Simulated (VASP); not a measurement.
All values below come from PBEsol GGA, VASP's PBE PAW potentials (set 64) (plane waves; VASP).

The input files of a VASP run:

### INCAR
```
ALGO = Normal
EDIFF = 1E-6
ENCUT = 300
GGA = PS
ISIF = 2
ISMEAR = 0
LASPH = .TRUE.
LCHARG = .FALSE.
LMAXMIX = 6
LREAL = .FALSE.
LWAVE = .FALSE.
NELM = 100
PREC = Accurate
SIGMA = 0.136
SYSTEM = Pt3Ti
```

**POSCAR**
```
Pt3Ti
1
    3.9200000000     0.0000000000     0.0000000000
    0.0000000000     5.5437170000     0.0000000000
    0.0000000000     0.0000000000    20.1578000000
Ti Pt
2 6
Direct
 -0.0211390000   0.6038660000   0.4690280000
  0.0045160000   0.1403060000   0.6003630000
  0.5175980000   0.3857190000   0.3970140000
  0.0068690000   0.1237950000   0.4660280000
  0.4670800000   0.8728760000   0.3941970000
  0.5314570000   0.8925030000   0.5351310000
 -0.0083200000   0.6116020000   0.5997080000
  0.5019400000   0.3693330000   0.5385230000
```

File KPOINTS:
```
Automatic mesh
0
Gamma
5 3 1
0 0 0
```

POTCAR, in this order: Ti_sv Pt (PBE.64 set). Program: vasp_std.

The run wrote:

File OSZICAR:
```
       N       E                     dE             d eps       ncg     rms          rms(c)
DAV:   1     0.566716459263E+03    0.56672E+03   -0.29819E+04   928   0.981E+02
DAV:   2     0.401699855567E+01   -0.56270E+03   -0.54439E+03   974   0.291E+02
DAV:   3    -0.585936582283E+02   -0.62611E+02   -0.61120E+02  1220   0.905E+01
DAV:   4    -0.648826416182E+02   -0.62890E+01   -0.62551E+01  1272   0.245E+01
DAV:   5    -0.653877704935E+02   -0.50513E+00   -0.50503E+00  1152   0.506E+00    0.267E+01
DAV:   6    -0.661379817926E+02   -0.75021E+00   -0.84560E+01  1250   0.379E+01    0.366E+01
DAV:   7    -0.629112139503E+02    0.32268E+01   -0.18335E+02  1250   0.792E+01    0.157E+01
DAV:   8    -0.645916560337E+02   -0.16804E+01   -0.58923E+01  1142   0.363E+01    0.164E+01
DAV:   9    -0.615733949873E+02    0.30183E+01   -0.70414E+00  1126   0.177E+01    0.112E+01
DAV:  10    -0.591233753809E+02    0.24500E+01   -0.61921E+00  1230   0.124E+01    0.678E+00
DAV:  11    -0.584256208153E+02    0.69775E+00   -0.10984E+00  1288   0.627E+00    0.469E+00
DAV:  12    -0.581498157870E+02    0.27581E+00   -0.33795E-01  1216   0.314E+00    0.335E+00
DAV:  13    -0.580542048197E+02    0.95611E-01   -0.83256E-02  1288   0.122E+00    0.265E+00
DAV:  14    -0.579835321899E+02    0.70673E-01   -0.96561E-02  1184   0.196E+00    0.203E+00
DAV:  15    -0.579654654443E+02    0.18067E-01   -0.93950E-01  1264   0.422E+00    0.216E+00
DAV:  16    -0.579295442596E+02    0.35921E-01   -0.11626E-01  1088   0.138E+00    0.860E-01
DAV:  17    -0.579328533139E+02   -0.33091E-02   -0.48626E-03  1104   0.362E-01    0.910E-01
DAV:  18    -0.579259062904E+02    0.69470E-02   -0.34986E-02  1248   0.695E-01    0.119E-01
DAV:  19    -0.579269666108E+02   -0.10603E-02   -0.32931E-03  1264   0.248E-01    0.110E-01
DAV:  20    -0.579271084695E+02   -0.14186E-03   -0.81283E-04  1104   0.135E-01    0.470E-02
DAV:  21    -0.579276269860E+02   -0.51852E-03   -0.40710E-04  1040   0.717E-02    0.234E-02
DAV:  22    -0.579278114484E+02   -0.18446E-03   -0.99776E-05  1136   0.444E-02    0.234E-02
DAV:  23    -0.579279424023E+02   -0.13095E-03   -0.41933E-05  1048   0.337E-02    0.243E-02
DAV:  24    -0.579280714108E+02   -0.12901E-03   -0.27767E-05   984   0.254E-02    0.174E-02
DAV:  25    -0.579281328744E+02   -0.61464E-04   -0.48110E-05  1112   0.255E-02    0.129E-02
DAV:  26    -0.579281747648E+02   -0.41890E-04   -0.22470E-05  1000   0.187E-02    0.770E-03
DAV:  27    -0.579282210150E+02   -0.46250E-04   -0.38235E-05  1040   0.235E-02    0.194E-02
DAV:  28    -0.579282329291E+02   -0.11914E-04   -0.25550E-05   976   0.197E-02    0.241E-03
DAV:  29    -0.579282555927E+02   -0.22664E-04   -0.18052E-06   632   0.399E-03    0.137E-03
DAV:  30    -0.579282716845E+02   -0.16092E-04   -0.11844E-06   560   0.231E-03    0.641E-04
DAV:  31    -0.579282793189E+02   -0.76344E-05   -0.55352E-07   560   0.209E-03    0.131E-03
DAV:  32    -0.579282821955E+02   -0.28765E-05   -0.25924E-07   536   0.173E-03    0.195E-04
DAV:  33    -0.579282827035E+02   -0.50800E-06   -0.65527E-08   472   0.939E-04
   1 F= -.57928283E+02 E0= -.57890809E+02  d E =-.749481E-01
```

File OUTCAR:
```
------------------------ aborting loop because EDIFF is reached ----------------------------------------
  FORCE on cell =-STRESS in cart. coord.  units (eV):
  Direction    XX          YY          ZZ          XY          YZ          ZX
  --------------------------------------------------------------------------------------
  Total      -10.4216915    -11.4425532     -8.7640866     -0.2686485     -0.3451210     -0.2412168
  in kB      -38.1169851    -41.8507527    -32.0543514     -0.9825729     -1.2622683     -0.8822424
  external PRESSURE =     -37.3406964 kB  Pullay stress =       0.0000000 kB
  volume of cell :      438.06
      direct lattice vectors                 reciprocal lattice vectors
     3.920000000  0.000000000  0.000000000     0.255102041  0.000000000  0.000000000
     0.000000000  5.543717000  0.000000000     0.000000000  0.180384388  0.000000000
     0.000000000  0.000000000 20.157800000     0.000000000  0.000000000  0.049608588
 POSITION                                       TOTAL-FORCE (eV/Angst)
 -----------------------------------------------------------------------------------
      3.83714      3.34766      9.45457         0.411265      0.703188     -1.272893
      0.01770      0.77782     12.10200        -0.043129     -0.303101     -1.901951
      2.02898      2.13832      8.00293        -0.378831      0.219510      0.962265
      0.02693      0.68628      9.39410         0.156770      0.206180     -0.137959
      1.83095      4.83898      7.94614         0.412044     -0.451772      1.297554
      2.08331      4.94778     10.78706        -0.825561     -0.934079      1.173979
      3.88739      3.39055     12.08879         0.553796      0.462299     -0.968146
      1.96760      2.04748     10.85544        -0.286353      0.097775      0.847151
 -----------------------------------------------------------------------------------
    total drift:                                0.001210     -0.000724     -0.000605
  FREE ENERGIE OF THE ION-ELECTRON SYSTEM (eV)
  ---------------------------------------------------
  free  energy   TOTEN  =       -57.9282827035 eV

  energy  without entropy=      -57.8533345929  energy(sigma->0) =      -57.89080865
```
(Selected blocks of OUTCAR.)

File OUTCAR:
```
 val. band max:       -0.1362699946   @ k =   0.2000   0.0000   0.0000

 cond. band min:      -0.0992594141   @ k =   0.4000   0.3333   0.0000


 Fermi energy:        -0.1245765612

 k-point     1 :       0.0000    0.0000    0.0000
  band No.  band energies     occupation
      1     -58.0485      2.00000
      2     -57.7510      2.00000
      3     -34.5681      2.00000
      4     -34.3587      2.00000
      5     -34.2841      2.00000
      6     -34.1450      2.00000
      7     -34.0758      2.00000
      8     -34.0679      2.00000
      9      -8.7423      2.00000
     10      -6.4866      2.00000
     11      -6.3628      2.00000
     12      -6.2060      2.00000
     13      -6.0566      2.00000
     14      -5.8917      2.00000
     15      -5.6196      2.00000
     16      -5.2186      2.00000
     17      -4.8301      2.00000
     18      -4.3708      2.00000
     19      -4.3280      2.00000
     20      -4.2671      2.00000
     21      -4.1553      2.00000
     22      -3.8736      2.00000
     23      -3.7906      2.00000
     24      -3.7196      2.00000
     25      -3.3088      2.00000
     26      -3.2655      2.00000
     27      -2.9811      2.00000
     28      -2.8872      2.00000
     29      -2.8400      2.00000
     30      -2.5610      2.00000
     31      -2.2282      2.00000
     32      -2.2064      2.00000
     33      -1.7127      2.00000
     34      -1.5629      2.00000
     35      -1.4864      2.00000
     36      -1.2184      2.00000
     37      -1.0979      2.00000
     38      -0.9760      2.00000
     39      -0.7148      2.00000
     40      -0.6774      2.00000
     41      -0.4126      1.99726
     42      -0.0602      0.50334
     43       0.1685      0.00231
     44       0.3470      0.00000
     45       0.4356      0.00000
     46       0.5455      0.00000
     47       0.7856      0.00000
     48       1.1693      0.00000
     49       1.2227      0.00000
     50       1.4488      0.00000

...
```

At this cut-off the stress carries a Pulay error, which pulls relaxed volumes low. The cell holds a wide vacuum, so values per volume refer to the whole cell. Unless said otherwise, spin-orbit coupling is left out, though it shifts the bands of the heavy elements here.

The cell is a sheet with vacuum, built from a generated structure.
